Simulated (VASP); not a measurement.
Input:

```
HgS
1.0
    0.00000     2.95773     2.95773
    2.95773     0.00000     2.95773
    2.95773     2.95773     0.00000
Hg S
1 1
Direct
  0.00000   0.00000   0.00000
  0.25000   0.25000   0.25000
```

Computed with vdW-DF-cx, VASP's PBE PAW potentials (set 64) (plane waves; VASP). Numerical set-up: 520 eV cut-off, 10×10×10 Γ-centred mesh, first-order Methfessel-Paxton smearing of 0.10 eV, potentials Hg S.

Unless said otherwise, spin-orbit coupling is left out, though it shifts the bands of the heavy elements here.

### Question
Predict the energy per atom (σ→0), band gap (on the k-mesh) with the smallest direct gap where there is one.

### Answer

| Item | Value |
|---|---|
| band gap (on the k-mesh) | none (metal, semimetal or under 0.01 eV) |
| energy per atom (σ→0) | -0.233 eV/atom |

The absolute energy has meaning only against runs of the same code, potentials and settings.

The compound is HgS in the zinc blende structure, metacinnabar; cinnabar is the stable form. It was relaxed first. The start is the result of an earlier pass.
